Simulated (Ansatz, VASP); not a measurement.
# Two plane-wave programs on LiAl7

```
CELL_PARAMETERS angstrom
0.00000 4.47209 4.47209
4.47209 0.00000 4.47209
4.47209 4.47209 0.00000
ATOMIC_POSITIONS crystal
Li 0.00000 0.00000 0.00000
Al 0.96301 0.53699 0.53699
Al 0.53699 0.96301 0.96301
Al 0.53699 0.96301 0.53699
Al 0.96301 0.53699 0.96301
Al 0.53699 0.53699 0.96301
Al 0.96301 0.96301 0.53699
Al 0.25000 0.25000 0.25000
```

Alike in both runs: functional PBE; k mesh 4 × 4 × 4; occupations gaussian, width 0.1 eV; no spin polarisation.

Ansatz relaxed the structure, and its values are those at the end. VASP's run is a single point on that final structure, the one shown.

```csv
,VASP,Ansatz
version,VASP 6.6.1,Ansatz 0.2.0
potentials or method,"VASP PAW PBE potentials, release 64 (Li_sv, Al)","scalar-relativistic, plane waves, PAW"
plane-wave cutoff (eV),520,420
valence electrons in the cell,24,24
```

Ansatz gave:

* gap on the k mesh at the Fermi level (eV): none
* rms of the force components (eV/Å): 0.004

**Question.** What did VASP give for the same quantities?

**Answer.** gap on the k mesh at the Fermi level (eV): none; rms of the force components (eV/Å): 0.003.

A gap of «none» marks a metal or a gap that the smearing closes. With one functional, cell and mesh, what is left measures potentials, basis and numerics.
